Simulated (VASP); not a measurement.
An input for Ansatz (written as the equivalent of a VASP run, and not itself run):

Ansatz 0.2 input:
```yaml
crystal:
  lattice:
    - [0.0000000, 2.2751530, 2.2109660]
    - [2.2292200, 0.0000000, 2.2109660]
    - [2.2292200, 2.2751530, 0.0000000]
  atoms:
    - { symbol: Hf, position: [0.0000000, 0.0000000, 0.0000000] }
    - { symbol: N, position: [0.4955090, 0.5044910, 0.5044910] }
kpoints:
  mp_grid: { grid: [13, 13, 13] }
hamiltonian:
  xc: pbe
  pseudopotentials: { kind: paw }
scf:
  occupations: { method: methfessel_paxton, width: 0.1 }
  max_iter: 100
output: { forces: true, stress: true, eigenvalues: true }
```

**Question.** Write the VASP files for the same calculation (PBE).

**Answer.** One answer among several that fit: 
### KPOINTS
```
Automatic mesh
0
Gamma
13 13 13
0 0 0
```

### INCAR
```
SYSTEM = HfN
PREC = Accurate
ENCUT = 520
EDIFF = 1E-8
NELM = 100
ALGO = Normal
LREAL = .FALSE.
LASPH = .TRUE.
ISMEAR = 1
SIGMA = 0.1
GGA = PE
LMAXMIX = 6
LWAVE = .FALSE.
LCHARG = .FALSE.
ISIF = 2
```

### POSCAR
```
HfN
1
    0.0000000000     2.2751530000     2.2109660000
    2.2292200000     0.0000000000     2.2109660000
    2.2292200000     2.2751530000     0.0000000000
Hf N
1 1
Direct
  0.0000000000   0.0000000000   0.0000000000
  0.4955090000   0.5044910000   0.5044910000
```

POTCAR, in this order: Hf_pv N (PBE.64 set). Program: vasp_std.

Limits of the translation: each code has its own PAW files, so the cut-off isn't converted (ENCUT is set for VASP's; basis.ecutwfc is left out, and Ansatz then takes the one that its files recommend); Ansatz stops its SCF on the density residual and VASP on the energy change (EDIFF).

The compound is HfN in the rock salt structure. The cell was not relaxed at this level, atoms are displaced from their ideal sites. The run is one of a series of settings (EDIFF = 1E-8 against the base run), some of them coarse on purpose.
